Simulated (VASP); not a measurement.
Input:

```yaml
crystal:
  lattice:
    - [1.65851, -2.87262, 0.00000]
    - [1.65851, 2.87262, 0.00000]
    - [0.00000, 0.00000, 5.16218]
  atoms:
    - { symbol: Sc, position: [0.33333, 0.66667, 0.25000] }
    - { symbol: Sc, position: [0.66667, 0.33333, 0.75000] }
```

Method: PBE GGA, VASP's PBE PAW potentials (set 64) (plane waves; VASP). Numerical set-up: 480 eV cut-off, 12×12×8 Γ-centred mesh, first-order Methfessel-Paxton smearing of 0.10 eV, potentials Sc_sv.

### Question
What does the run give for the energy per atom (σ→0), band gap (on the k-mesh) with the smallest direct gap where there is one?

### Answer

```yaml
band gap (on the k-mesh): none (metal, semimetal or under 0.01 eV)
energy per atom (σ→0): -6.249 eV/atom
```

Only differences to runs with the same potentials and settings are physical.

The compound is Sc in the hcp structure. It was relaxed first.
